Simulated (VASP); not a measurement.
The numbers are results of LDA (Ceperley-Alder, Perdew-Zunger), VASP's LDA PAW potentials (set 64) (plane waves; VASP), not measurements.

VASP input:

POSCAR:
```
SiC
3.075690
  1.0000000000   0.0000000000   0.0000000000
 -0.5000000000   0.8660255097   0.0000000000
  0.0000000000   0.0000000000   3.2742734151
Si C
4 4
Direct
  0.6666670000   0.3333330000   0.9378400000
  0.3333330000   0.6666670000   0.4378400000
  0.0000000000   0.0000000000   0.6878900000
  0.0000000000   0.0000000000   0.1878900000
  0.6666670000   0.3333330000   0.7498000000
  0.3333330000   0.6666670000   0.2498000000
  0.0000000000   0.0000000000   0.5004600000
  0.0000000000   0.0000000000   0.0004600000
```

KPOINTS:
```
Automatic mesh
0
G
 4 4 4
0 0 0
```

INCAR:
```
SYSTEM = SiC
PREC = Accurate
ENCUT = 280
EDIFF = 1E-6
NELM = 100
ALGO = Normal
LREAL = .FALSE.
LASPH = .TRUE.
ISMEAR = 0
SIGMA = 0.01
LWAVE = .FALSE.
LCHARG = .FALSE.
ISIF = 2
```

POTCAR, in this order: Si C (LDA.64 set). Program: vasp_std.

What will the output report for the number of irreducible k-points (NKPTS), largest plane-wave count, number of space-group operations, FFT grid (NGX, NGY, NGZ)?

number of irreducible k-points (NKPTS): 12
largest plane-wave count: 904
number of space-group operations: 12
FFT grid (NGX, NGY, NGZ): 18 × 18 × 56

The structure comes from a computed database's SiC entry; how it stands against other phases isn't given here. The cell was not relaxed at this level. The k-mesh is coarse (spacing up to 0.59 per Å, 2π included), so the numbers may not be converged in it. The run is one of a series of settings (ENCUT = 280, KPOINTS 4×4×4 Γ-centred mesh against the base run), some of them coarse on purpose.
